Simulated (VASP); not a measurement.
Calculation: AM05 GGA, VASP's PBE PAW potentials (set 64) (plane waves; VASP 6.6.1).

A VASP calculation is set up with these files.

### POSCAR
```
Ti
1
    1.4639473526    -2.5356312507     0.0000000000
    1.4639473526     2.5356312507     0.0000000000
    0.0000000000     0.0000000000     4.6401736053
Ti
2
Direct
  0.3333330000   0.6666670000   0.2500000000
  0.6666670000   0.3333330000   0.7500000000
```

File KPOINTS:
```
Automatic mesh
0
Gamma
14 14 8
0 0 0
```

**INCAR**
```
# general
SYSTEM  = Ti
PREC    = Accurate
ENCUT   = 520
LREAL   = .False.
LASPH   = .True.

# electronic loop
EDIFF   = 1E-7   # SCF stop (eV)
NELM    = 100   # most electronic steps
ALGO    = Normal   # blocked Davidson
LMAXMIX = 4   # l cut-off of mixed one-centre charges

# smearing
ISMEAR  = 1
SIGMA   = 0.1

# functional
GGA     = AM

# ions
IBRION  = 2   # conjugate gradients
NSW     = 30
ISIF    = 4   # ions and shape, fixed volume
EDIFFG  = -0.01   # ionic stop

# output
LWAVE   = .False.
LCHARG  = .False.
```

POTCAR, in this order: Ti_sv (PBE.64 set). Program: vasp_std.

Output of the run:

OSZICAR:
```
       N       E                     dE             d eps       ncg     rms          rms(c)
DAV:   1     0.247077930433E+03    0.24708E+03   -0.13499E+04  3848   0.187E+03
DAV:   2     0.941819889085E+01   -0.23766E+03   -0.23634E+03  3968   0.495E+02
DAV:   3    -0.173777119583E+02   -0.26796E+02   -0.26595E+02  7504   0.136E+02
DAV:   4    -0.184776315390E+02   -0.10999E+01   -0.10999E+01  3960   0.289E+01
DAV:   5    -0.185402046233E+02   -0.62573E-01   -0.62573E-01  6336   0.473E+00    0.124E+01
DAV:   6    -0.162195121108E+02    0.23207E+01   -0.86164E+00  4520   0.344E+01    0.297E+00
DAV:   7    -0.161936041243E+02    0.25908E-01   -0.91333E-01  5760   0.803E+00    0.204E+00
DAV:   8    -0.162185712484E+02   -0.24967E-01   -0.22664E-01  4536   0.641E+00    0.695E-01
DAV:   9    -0.162095738540E+02    0.89974E-02   -0.55479E-02  4616   0.269E+00    0.691E-02
DAV:  10    -0.162098650519E+02   -0.29120E-03   -0.25257E-03  6056   0.405E-01    0.926E-02
DAV:  11    -0.162099360275E+02   -0.70976E-04   -0.22812E-04  4376   0.133E-01    0.272E-02
DAV:  12    -0.162099307925E+02    0.52350E-05   -0.41234E-05  5608   0.550E-02    0.942E-03
DAV:  13    -0.162099313763E+02   -0.58377E-06   -0.12733E-06  4704   0.118E-02    0.318E-03
DAV:  14    -0.162099317933E+02   -0.41705E-06   -0.46749E-07  4704   0.616E-03    0.482E-04
DAV:  15    -0.162099318224E+02   -0.29055E-07   -0.42932E-08  2632   0.184E-03
   1 F= -.16209932E+02 E0= -.16210710E+02  d E =-.162099E+02
       N       E                     dE             d eps       ncg     rms          rms(c)
DAV:   1    -0.162100593494E+02   -0.12756E-03   -0.67585E-03  4032   0.118E+00    0.771E-02
DAV:   2    -0.162099840415E+02    0.75308E-04   -0.39864E-04  3856   0.254E-01    0.399E-02
DAV:   3    -0.162099521457E+02    0.31896E-04   -0.12037E-04  5624   0.117E-01    0.468E-03
DAV:   4    -0.162099521428E+02    0.28822E-08   -0.10100E-05  4504   0.464E-02    0.238E-03
DAV:   5    -0.162099522621E+02   -0.11926E-06   -0.32490E-07  4088   0.677E-03    0.324E-04
DAV:   6    -0.162099522734E+02   -0.11305E-07   -0.38787E-08  2200   0.318E-03
   2 F= -.16209952E+02 E0= -.16210734E+02  d E =-.204510E-04
```

### OUTCAR
```
------------------------ aborting loop because EDIFF is reached ----------------------------------------
  FORCE on cell =-STRESS in cart. coord.  units (eV):
  Direction    XX          YY          ZZ          XY          YZ          ZX
  --------------------------------------------------------------------------------------
  Total       -0.7138171     -0.7138171     -0.7295844      0.0000000      0.0000000      0.0000000
  in kB      -33.1987509    -33.1987523    -33.9320674      0.0000000      0.0000000      0.0000000
  external PRESSURE =     -33.4431902 kB  Pullay stress =       0.0000000 kB
  volume of cell :       34.45
      direct lattice vectors                 reciprocal lattice vectors
     1.464451177 -2.536503899  0.000000000     0.341424834 -0.197121716 -0.000000000
     1.464451177  2.536503899  0.000000000     0.341424834  0.197121716 -0.000000000
     0.000000000 -0.000000000  4.636981380     0.000000000  0.000000000  0.215657541
 POSITION                                       TOTAL-FORCE (eV/Angst)
 -----------------------------------------------------------------------------------
      1.46445      0.84550      1.15925         0.000000     -0.000000      0.000000
      1.46445     -0.84550      3.47774        -0.000000      0.000000      0.000000
 -----------------------------------------------------------------------------------
    total drift:                               -0.000180      0.001056     -0.000018
  FREE ENERGIE OF THE ION-ELECTRON SYSTEM (eV)
  ---------------------------------------------------
  free  energy   TOTEN  =       -16.2099522734 eV

  energy  without entropy=      -16.2122974564  energy(sigma->0) =      -16.21073400

 reached required accuracy - stopping structural energy minimisation
```
(Selected blocks of OUTCAR.)

### CONTCAR
```
Ti
   1.00000000000000
     1.4644511772527298   -2.5365038987003272    0.0000000000000000
     1.4644511772527298    2.5365038987003272    0.0000000000000000
     0.0000000000000000   -0.0000000000000000    4.6369813798749666
  Ti
     2
Direct
     0.3333330000000032    0.6666669999999968    0.2500000000000000
     0.6666669999999968    0.3333330000000032    0.7500000000000000
```

The compound is Ti in the hcp structure. This cell is one point of a volume scan, at 1.03 of the reference volume. Symmetry was kept, so distortions that lower it aren't found.
